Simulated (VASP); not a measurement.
# GW on AlN, part 3 of 7

Aim: the quasiparticle gap of AlN, and what it costs to get it. The cell is of the zinc-blende type, one of the forms listed for this formula. The start is a computed cell from the Materials Project.

VASP 6.6.1, plane waves and PAW; the level of theory is named at each step.

So far, gap on the k-mesh (eV): step 3 (empty bands, functional LDA) 3.22.

## (4) evGW0 (continued)

Level of this step: evGW0 on LDA; plane waves and PAW (Al_GW, N_GW) (VASP).

Parts of OUTCAR (step 4):

```text
The static configuration has the point symmetry T_d .

 Found     16 irreducible k-points:

   k-points           NKPTS =     16   k-points in BZ     NKDIM =    216   number of bands    NBANDS=    116

   NELECT =       8.0000    total number of electrons

 E-fermi :   6.4519

 QP shifts <psi_nk| G(iteration)W_0 |psi_nk>: iteration 1
 for sc-GW calculations column KS-energies equals QP-energies in previous step
 and V_xc(KS)=  KS-energies - (<T + V_ion + V_H > + <T+V_H+V_ion>^1  + <V_x>^1)
 k-point   1 :       0.0000    0.0000    0.0000
  band No.  KS-energies  QP-energies   sigma(KS)   V_xc(KS)     V^pw_x(r,r')   Z            occupation Imag(sigma)
      1      -9.9903     -11.5324     -16.8085     -14.6787     -24.5690       0.7241       2.0000       1.2585
      2       4.8415       4.0266     -17.9455     -16.8927     -20.7153       0.7740       2.0000       0.0770
      3       4.8415       4.0266     -17.9455     -16.8927     -20.7153       0.7740       2.0000       0.0770
      4       4.8415       4.0266     -17.9455     -16.8927     -20.7153       0.7740       2.0000       0.0770
      5       9.0679       9.8663     -11.7938     -12.7862      -7.9569       0.8045       0.0000      -0.0650
      6      17.1624      18.4545      -9.1559     -10.7728      -4.0576       0.7991       0.0000      -0.1192
      7      17.1624      18.4545      -9.1559     -10.7728      -4.0576       0.7991       0.0000      -0.1192
      8      17.1624      18.4545      -9.1559     -10.7728      -4.0576       0.7991       0.0000      -0.1192
    ...

 k-point   2 :       0.1667    0.0000    0.0000
  band No.  KS-energies  QP-energies   sigma(KS)   V_xc(KS)     V^pw_x(r,r')   Z            occupation Imag(sigma)
      1      -9.5841     -11.0994     -16.9809     -14.8712     -24.6720       0.7183       2.0000       1.1990
      2       2.9902       2.0374     -16.5715     -15.3236     -19.5565       0.7636       2.0000       0.0836
      3       4.7072       3.8764     -17.8618     -16.7881     -20.6621       0.7737       2.0000       0.0770
      4       4.7072       3.8764     -17.8618     -16.7881     -20.6621       0.7737       2.0000       0.0770
      5      10.4526      11.3720     -12.3752     -13.5296      -8.3700       0.7965       0.0000      -0.0642
      6      16.2745      17.5394      -9.8207     -11.4134      -4.7476       0.7942       0.0000      -0.1191
      7      17.3340      18.6078      -9.2285     -10.8308      -4.0251       0.7950       0.0000      -0.1390
      8      17.3340      18.6078      -9.2285     -10.8308      -4.0251       0.7950       0.0000      -0.1390
    ...

 k-point   3 :       0.3333    0.0000    0.0000
  band No.  KS-energies  QP-energies   sigma(KS)   V_xc(KS)     V^pw_x(r,r')   Z            occupation Imag(sigma)
      1      -8.5675     -10.0824     -17.5884     -15.4934     -25.1070       0.7231       2.0000       1.0598
      2       0.2657      -0.8253     -15.2288     -13.7455     -18.9522       0.7356       2.0000       0.1420
      3       4.4643       3.6083     -17.7388     -16.6287     -20.5995       0.7711       2.0000       0.0775
      4       4.4643       3.6083     -17.7388     -16.6287     -20.5995       0.7711       2.0000       0.0775
      5      11.7757      12.7981     -11.2080     -12.4868      -6.8106       0.7994       0.0000      -0.0763
      6      15.0947      16.2865     -11.3243     -12.8764      -6.0965       0.7679       0.0000      -0.1325
      7      16.3761      17.5296      -8.9536     -10.3931      -3.9140       0.8014       0.0000      -0.1322
      8      16.3761      17.5296      -8.9536     -10.3931      -3.9140       0.8014       0.0000      -0.1322
    ...

 QP shifts <psi_nk| G(iteration)W_0 |psi_nk>: iteration 2
 k-point   1 :       0.0000    0.0000    0.0000
  band No. old QP-enery  QP-energies   sigma(KS)   T+V_ion+V_H  V^pw_x(r,r')   Z            occupation Imag(sigma)
      1     -11.5324     -11.8982     -16.7334       4.6884     -24.5690       0.7136       2.0000       1.3076
      2       4.0266       3.8824     -17.8936      21.7342     -20.7153       0.7753       2.0000       0.0773
      3       4.0266       3.8824     -17.8936      21.7342     -20.7153       0.7753       2.0000       0.0773
      4       4.0266       3.8824     -17.8936      21.7342     -20.7153       0.7753       2.0000       0.0773
      5       9.8663       9.9792     -11.8486      21.8541      -7.9569       0.8112       0.0000      -0.0661
      6      18.4545      18.6610      -9.2225      27.9351      -4.0576       0.7999       0.0000      -0.1257
      7      18.4545      18.6610      -9.2225      27.9351      -4.0576       0.7999       0.0000      -0.1257
      8      18.4545      18.6610      -9.2225      27.9351      -4.0576       0.7999       0.0000      -0.1257
    ...

 QP shifts <psi_nk| G(iteration)W_0 |psi_nk>: iteration 3
 k-point   1 :       0.0000    0.0000    0.0000
  band No. old QP-enery  QP-energies   sigma(KS)   T+V_ion+V_H  V^pw_x(r,r')   Z            occupation Imag(sigma)
      1     -11.8982     -11.9888     -16.7147       4.6884     -24.5690       0.7076       2.0000       1.3213
      2       3.8824       3.8553     -17.8868      21.7342     -20.7153       0.7756       2.0000       0.0769
      3       3.8824       3.8553     -17.8868      21.7342     -20.7153       0.7756       2.0000       0.0769
      4       3.8824       3.8553     -17.8868      21.7342     -20.7153       0.7756       2.0000       0.0769
      5       9.9792       9.9937     -11.8570      21.8541      -7.9569       0.8117       0.0000      -0.0657
      6      18.6610      18.6952      -9.2314      27.9351      -4.0576       0.8008       0.0000      -0.1264
      7      18.6610      18.6952      -9.2314      27.9351      -4.0576       0.8008       0.0000      -0.1264
      8      18.6610      18.6952      -9.2314      27.9351      -4.0576       0.8008       0.0000      -0.1264
    ...

 QP shifts <psi_nk| G(iteration)W_0 |psi_nk>: iteration 4
 k-point   1 :       0.0000    0.0000    0.0000
  band No. old QP-enery  QP-energies   sigma(KS)   T+V_ion+V_H  V^pw_x(r,r')   Z            occupation Imag(sigma)
      1     -11.9888     -12.0104     -16.7077       4.6884     -24.5690       0.7084       2.0000       1.3260
      2       3.8553       3.8499     -17.8859      21.7342     -20.7153       0.7756       2.0000       0.0769
      3       3.8553       3.8499     -17.8859      21.7342     -20.7153       0.7756       2.0000       0.0769
      4       3.8553       3.8499     -17.8859      21.7342     -20.7153       0.7756       2.0000       0.0769
      5       9.9937       9.9954     -11.8583      21.8541      -7.9569       0.8116       0.0000      -0.0656
      6      18.6952      18.7009      -9.2328      27.9351      -4.0576       0.8008       0.0000      -0.1265
      7      18.6952      18.7009      -9.2328      27.9351      -4.0576       0.8008       0.0000      -0.1265
      8      18.6952      18.7009      -9.2328      27.9351      -4.0576       0.8008       0.0000      -0.1265
    ...

[... 7 parts as in an earlier step ...]

[... 26 further parts left out ...]
```

Numbers from this step:

```yaml
quasiparticle_gap_on_the_mesh: 5.059 eV
smallest_direct_quasiparticle_gap_on_the_mesh: 6.146 eV
gap_of_the_starting_orbitals_on_the_mesh: 3.221 eV
```

QP gap by iteration, by row:

```
iteration  gap (eV)  direct gap (eV)
        1     4.761             5.84
        2      5.01            6.097
        3     5.052            6.138
        4     5.059            6.146
```

GW takes the gap from 3.221 to 5.059 eV. The last pass still moved it by +7 meV. The value holds for 116 bands, ENCUTGW = 180 eV and this mesh, and isn't shown to be converged in them.

(Part 3 of 7 ends here.)

[Lines on the potential files, build, host, timing and source positions are cut from VASP's logs without a mark.]

[Logs are printed without paths, hosts, clocks, repeated set-up lines and the standing remarks that a program may print on its own settings, such as how far it seeks lower states.]

[Hosts, paths, dates, database ids (printed as entryN), source tags and the programs' standing remarks are cut or masked in the printed files.]

[Pressures printed for these runs are not shown converged in the cutoff: they can be off by several GPa and have the wrong sign.]
